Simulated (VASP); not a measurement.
Here is the system:

```xyz
4
Lattice="3.3551 0.0000 0.0000 -1.6775 2.9056 0.0000 0.0000 0.0000 5.4944" Properties=species:S:1:pos:R:3 pbc="T T T"
In     3.3551     0.0000     5.4803
Ga     1.6775     0.9685     2.7243
N      1.6775     0.9685     0.8022
N      0.0000     0.0000     3.3094
```

Computed with PBEsol GGA with spin-orbit coupling, VASP's PBE PAW potentials (set 64) (plane waves; VASP). Numerical set-up: 520 eV cut-off, 7×7×4 Γ-centred mesh, Gaussian smearing of 0.050 eV, potentials In_d Ga_d N.

Give the energies of bands 27 to 40 at the high-symmetry points, in eV from the valence-band maximum.

| band | Γ | M | K | A | L | H |
|---|---|---|---|---|---|---|
| 27 | -1.26 | -4.92 | -4.95 | -3.64 | -5.80 | -5.42 |
| 28 | -1.26 | -4.92 | -4.92 | -3.64 | -5.80 | -5.41 |
| 29 | -1.23 | -3.98 | -4.67 | -1.01 | -2.25 | -4.15 |
| 30 | -1.23 | -3.98 | -4.66 | -1.01 | -2.25 | -4.12 |
| 31 | -0.33 | -2.73 | -2.98 | -0.99 | -2.20 | -3.65 |
| 32 | -0.33 | -2.73 | -2.93 | -0.99 | -2.20 | -3.50 |
| 33 | 0.00 | -2.19 | -2.77 | -0.27 | -1.68 | -1.84 |
| 34 | 0.00 | -2.19 | -2.75 | -0.27 | -1.68 | -1.82 |
| 35 | 0.00 | -0.92 | -2.47 | -0.26 | -1.52 | -1.29 |
| 36 | 0.00 | -0.92 | -2.40 | -0.26 | -1.52 | -1.28 |
| 37 | 0.31 | 3.94 | 4.48 | 2.55 | 3.24 | 5.27 |
| 38 | 0.31 | 3.94 | 4.55 | 2.55 | 3.24 | 5.31 |
| 39 | 3.26 | 4.85 | 6.18 | 3.18 | 3.73 | 5.33 |
| 40 | 3.26 | 4.85 | 6.21 | 3.18 | 3.73 | 5.40 |

The gap is direct, 0.31 eV, from the valence maximum at Γ to the conduction minimum at Γ.

The structure comes from a computed database's InGaN2 entry (P3m1); how it stands against other phases isn't given here. It was relaxed first.
